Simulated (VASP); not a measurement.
Runs of VASP 6.6.1 on WSe2. The structure is hexagonal, space group P6_3/mmc (No. 194). The conventional cell has a = 3.255 Å, b = 3.255 Å, c = 12.822 Å, α = 90.00°, β = 90.00°, γ = 120.00°. Around W (site symmetry -6m2) lie 6 Se at 2.51 Å. Se (site symmetry 3m) is surrounded by 3 W at 2.51 Å. 

```csv
task,cell,gap on the mesh (eV),pressure (GPa)
relaxation of shape and atoms at fixed volume,atoms relaxed at fixed volume,0.98,0.0
relaxation of cell and atoms,relaxed,0.97,0.0
relaxation of shape and atoms at fixed volume,atoms relaxed at fixed volume from: a relaxed cell with its volume scaled by 1.02,(a),-0.7
relaxation of shape and atoms at fixed volume,atoms relaxed at fixed volume from: a relaxed cell with its volume scaled by 0.96,(b),2.2
relaxation of shape and atoms at fixed volume,atoms relaxed at fixed volume from: a relaxed cell with its volume scaled by 0.98,0.91,1.0
```

Alike in all rows: level LDA; potentials or basis VASP PAW LDA potentials, release 64 (W_sv, Se); no spin polarisation; k mesh 9 × 9 × 2; cutoff (eV) 600; smearing gaussian 0.03 eV.

**Question.** Estimate the missing entries.

**Answer.** (a) 1.04; (b) 0.84.

Caveats: spin-orbit coupling is left out, which moves the levels of the heavy elements; an odd mesh through Γ misses points on the zone boundary, where band edges often lie; the relaxation stopped at its first step, so nothing moved (some runs).

A k mesh can miss the band edges, and the runs leave out spin-orbit coupling on Se, W.
